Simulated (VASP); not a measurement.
Calculation: revTPSS meta-GGA, VASP's PBE PAW potentials (set 64) (plane waves; VASP).

A VASP calculation is set up with these files.

### POSCAR
```
GaP
1
    0.0000000000     2.7250000000     2.7250000000
    2.7250000000     0.0000000000     2.7250000000
    2.7250000000     2.7250000000     0.0000000000
Ga P
1 1
Direct
  0.0000000000   0.0000000000   0.0000000000
  0.2500000000   0.2500000000   0.2500000000
```

### KPOINTS
```
Automatic mesh
0
Gamma
8 8 8
0 0 0
```

INCAR:
```
SYSTEM=GaP
PREC=Accurate; ENCUT=520; LREAL=.FALSE.
LASPH=.TRUE.
EDIFF=1E-6; NELM=100; ALGO=Normal
LMAXMIX=4; LMIXTAU=.TRUE.
ISMEAR=0; SIGMA=0.05
METAGGA=RTPSS
IBRION=2; NSW=60; ISIF=3
EDIFFG=-0.01
LWAVE=.FALSE.; LCHARG=.FALSE.
```

POTCAR, in this order: Ga_d P (PBE.64 set). Program: vasp_std.

What VASP printed:

### OSZICAR
```
       N       E                     dE             d eps       ncg     rms          rms(c)
DAV:   1     0.798605981888E+02    0.79861E+02   -0.94103E+03   770   0.198E+03
DAV:   2    -0.393573827434E+00   -0.80254E+02   -0.77334E+02   804   0.337E+02
DAV:   3    -0.629745853297E+01   -0.59039E+01   -0.58599E+01   954   0.772E+01
DAV:   4    -0.639773608793E+01   -0.10028E+00   -0.10022E+00   870   0.111E+01
DAV:   5    -0.640015431407E+01   -0.24182E-02   -0.24181E-02   973   0.147E+00    0.566E+00
DAV:   6    -0.439223804296E+01    0.20079E+01   -0.57182E+00   827   0.344E+01    0.301E+00
DAV:   7    -0.439697501489E+01   -0.47370E-02   -0.47566E-01  1103   0.690E+00    0.205E+00
DAV:   8    -0.430140988110E+01    0.95565E-01   -0.26627E-01   759   0.535E+00    0.102E+00
DAV:   9    -0.438640175656E+01   -0.84992E-01   -0.99101E+03   754   0.213E+05    0.659E-01
DAV:  10    -0.439771255547E+01   -0.11311E-01   -0.52266E-01   764   0.914E+00    0.380E-01
DAV:  11    -0.423011810980E+01    0.16759E+00   -0.51275E-01   754   0.148E+01    0.493E-01
DAV:  12    -0.441288919558E+01   -0.18277E+00   -0.18779E-01   754   0.555E+00    0.140E-01
DAV:  13    -0.441718926870E+01   -0.43001E-02   -0.26361E-03   874   0.639E-01    0.143E-01
DAV:  14    -0.441769989619E+01   -0.51063E-03   -0.27487E-04   837   0.233E-01    0.110E-01
DAV:  15    -0.441796776192E+01   -0.26787E-03   -0.72218E-05   867   0.879E-02    0.608E-02
DAV:  16    -0.441878773413E+01   -0.81997E-03   -0.52840E-04   774   0.217E-01    0.566E-03
DAV:  17    -0.441877922321E+01    0.85109E-05   -0.40012E-05  1015   0.694E-02    0.457E-03
DAV:  18    -0.441878057783E+01   -0.13546E-05   -0.10176E-05   789   0.335E-02    0.577E-03
DAV:  19    -0.441877688444E+01    0.36934E-05   -0.85940E-06   774   0.332E-02    0.891E-03
DAV:  20    -0.441878045808E+01   -0.35736E-05   -0.31748E-06   799   0.212E-02    0.359E-03
DAV:  21    -0.441878087648E+01   -0.41840E-06   -0.20456E-07   487   0.518E-03
   1 F= -.44187809E+01 E0= -.44187809E+01  d E =-.441878E+01
       N       E                     dE             d eps       ncg     rms          rms(c)
DAV:   1    -0.442032720662E+01   -0.15467E-02   -0.21344E-02  1004   0.319E+00    0.240E-01
DAV:   2    -0.441919469949E+01    0.11325E-02   -0.20308E-03   949   0.118E+00    0.110E-01
DAV:   3    -0.441888123525E+01    0.31346E-03   -0.44359E-04   954   0.451E-01    0.267E-02
DAV:   4    -0.441885695715E+01    0.24278E-04   -0.64863E-05   898   0.127E-01    0.107E-02
DAV:   5    -0.441885296127E+01    0.39959E-05   -0.17452E-05   769   0.488E-02    0.909E-03
DAV:   6    -0.441885445100E+01   -0.14897E-05   -0.92403E-06   817   0.377E-02    0.235E-03
DAV:   7    -0.441885642403E+01   -0.19730E-05   -0.30683E-06   754   0.247E-02    0.149E-03
DAV:   8    -0.441885678842E+01   -0.36439E-06   -0.57488E-07   462   0.101E-02
   2 F= -.44188568E+01 E0= -.44188568E+01  d E =-.759119E-04
```

OUTCAR:
```
------------------------ aborting loop because EDIFF is reached ----------------------------------------
  FORCE on cell =-STRESS in cart. coord.  units (eV):
  Direction    XX          YY          ZZ          XY          YZ          ZX
  --------------------------------------------------------------------------------------
  Total       -0.0065588     -0.0065588     -0.0065588     -0.0000000      0.0000000     -0.0000000
  in kB       -0.2588090     -0.2588090     -0.2588090     -0.0000000      0.0000000     -0.0000000
  external PRESSURE =      -0.2588090 kB  Pullay stress =       0.0000000 kB
  volume of cell :       40.60
      direct lattice vectors                 reciprocal lattice vectors
     0.000000000  2.727987499  2.727987499    -0.183285297  0.183285297  0.183285297
     2.727987499  0.000000000  2.727987499     0.183285297 -0.183285297  0.183285297
     2.727987499  2.727987499  0.000000000     0.183285297  0.183285297 -0.183285297
  FREE ENERGIE OF THE ION-ELECTRON SYSTEM (eV)
  ---------------------------------------------------
  free  energy   TOTEN  =        -4.4188567884 eV

  energy  without entropy=       -4.4188567884  energy(sigma->0) =       -4.41885679

 reached required accuracy - stopping structural energy minimisation
```
(Selected blocks of OUTCAR.)

### CONTCAR
```
GaP
   1.00000000000000
     0.0000000000000000    2.7279874993322131    2.7279874993322131
     2.7279874993322131    0.0000000000000000    2.7279874993322131
     2.7279874993322131    2.7279874993322131    0.0000000000000000
  Ga              P
     1     1
Direct
     1.0000000000000000    0.0000000000000000    1.0000000000000000
     0.2500000000000000    0.2500000000000000    0.2500000000000000
```

The compound is GaP in the zinc blende structure. This run relaxes it. Symmetry was kept, so distortions that lower it aren't found.
